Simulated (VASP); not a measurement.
Calculation: TPSS meta-GGA, VASP's PBE PAW potentials (set 64) (plane waves; VASP).

A VASP calculation is set up with these files.

File KPOINTS:
```
Regular mesh
0
gamma
  7 7 7
0 0 0
```

INCAR:
```
SYSTEM = SrVO3
PREC = Accurate; ENCUT = 520; LREAL = F
LASPH = T
EDIFF = 1E-6; NELM = 100; ALGO = Normal
LMAXMIX = 4; LMIXTAU = T
ISMEAR = 1; SIGMA = 0.1
METAGGA = TPSS
IBRION = 2; NSW = 60; ISIF = 3
EDIFFG = -0.02
LWAVE = F; LCHARG = F
```

**POSCAR**
```
SrVO3
1
    3.8470256321     0.0000000000    -0.0000000000
    0.0000000000     3.8470256321    -0.0000000000
    0.0000000000     0.0000000000     3.8470256321
Sr V O
1 1 3
Direct
  0.0000000000   0.0000000000   0.0000000000
  0.5000000000   0.5000000000   0.5000000000
  0.5000000000   0.0000000000   0.5000000000
  0.0000000000   0.5000000000   0.5000000000
  0.5000000000   0.5000000000   0.0000000000
```

POTCAR, in this order: Sr_sv V_sv O (PBE.64 set). Program: vasp_std.

What VASP printed:

OSZICAR:
```
       N       E                     dE             d eps       ncg     rms          rms(c)
DAV:   1     0.493550914084E+03    0.49355E+03   -0.26715E+04  1320   0.222E+03
DAV:   2     0.250443593948E+02   -0.46851E+03   -0.46350E+03  1128   0.618E+02
DAV:   3    -0.289048570510E+02   -0.53949E+02   -0.53076E+02  1568   0.222E+02
DAV:   4    -0.314513769036E+02   -0.25465E+01   -0.25427E+01  1384   0.533E+01
DAV:   5    -0.315434480644E+02   -0.92071E-01   -0.92063E-01  1576   0.943E+00    0.937E+01
DAV:   6    -0.658718978668E+02   -0.34328E+02   -0.28750E+02  1280   0.178E+02    0.310E+01
DAV:   7    -0.622631221745E+02    0.36088E+01   -0.27526E+01  1200   0.439E+01    0.139E+01
DAV:   8    -0.625738922607E+02   -0.31077E+00   -0.62963E+00  1064   0.248E+01    0.122E+01
DAV:   9    -0.621417877539E+02    0.43210E+00   -0.18352E+00  1080   0.883E+00    0.524E+00
DAV:  10    -0.621430990728E+02   -0.13113E-02   -0.17740E-01  1056   0.433E+00    0.271E+00
DAV:  11    -0.621305069862E+02    0.12592E-01   -0.17185E-01   984   0.413E+00    0.252E-01
DAV:  12    -0.621692636136E+02   -0.38757E-01   -0.64305E-02  1000   0.245E+00    0.350E-01
DAV:  13    -0.621776056651E+02   -0.83421E-02   -0.85297E-03  1016   0.943E-01    0.201E-01
DAV:  14    -0.621776564539E+02   -0.50789E-04   -0.73110E-04  1160   0.200E-01    0.958E-02
DAV:  15    -0.621774414865E+02    0.21497E-03   -0.17907E-04  1272   0.123E-01    0.395E-02
DAV:  16    -0.621776678727E+02   -0.22639E-03   -0.11613E-04  1136   0.118E-01    0.825E-03
DAV:  17    -0.621776721473E+02   -0.42746E-05   -0.84091E-06  1056   0.284E-02    0.411E-03
DAV:  18    -0.621776744456E+02   -0.22983E-05   -0.88194E-07   512   0.113E-02    0.267E-03
DAV:  19    -0.621776744942E+02   -0.48648E-07   -0.51063E-07   504   0.845E-03
   1 F= -.62177674E+02 E0= -.62176675E+02  d E =-.621777E+02
```

**OUTCAR**
```
------------------------ aborting loop because EDIFF is reached ----------------------------------------
  FORCE on cell =-STRESS in cart. coord.  units (eV):
  Direction    XX          YY          ZZ          XY          YZ          ZX
  --------------------------------------------------------------------------------------
  Total        0.0013225      0.0013225      0.0013225     -0.0000000     -0.0000000     -0.0000000
  in kB        0.0372158      0.0372158      0.0372158     -0.0000000     -0.0000000     -0.0000000
  external PRESSURE =       0.0372158 kB  Pullay stress =       0.0000000 kB
  volume of cell :       56.93
      direct lattice vectors                 reciprocal lattice vectors
     3.847025632  0.000000000  0.000000000     0.259941081  0.000000000  0.000000000
     0.000000000  3.847025632  0.000000000     0.000000000  0.259941081  0.000000000
     0.000000000  0.000000000  3.847025632     0.000000000  0.000000000  0.259941081
 POSITION                                       TOTAL-FORCE (eV/Angst)
 -----------------------------------------------------------------------------------
      0.00000      0.00000      0.00000         0.000000      0.000000      0.000000
      1.92351      1.92351      1.92351         0.000000      0.000000      0.000000
      1.92351      0.00000      1.92351         0.000000      0.000000      0.000000
      0.00000      1.92351      1.92351         0.000000      0.000000      0.000000
      1.92351      1.92351      0.00000         0.000000      0.000000      0.000000
 -----------------------------------------------------------------------------------
    total drift:                                0.000000      0.000000     -0.000000
  FREE ENERGIE OF THE ION-ELECTRON SYSTEM (eV)
  ---------------------------------------------------
  free  energy   TOTEN  =       -62.1776744942 eV

  energy  without entropy=      -62.1746759311  energy(sigma->0) =      -62.17667497

 reached required accuracy - stopping structural energy minimisation
```
(Selected blocks of OUTCAR.)

The compound is SrVO3 in the cubic perovskite structure. It was relaxed first. The start is the result of an earlier pass. The run is not spin-polarised, so no magnetic state was tried. The electron count is odd and the run is not spin-polarised, which forces a metal.
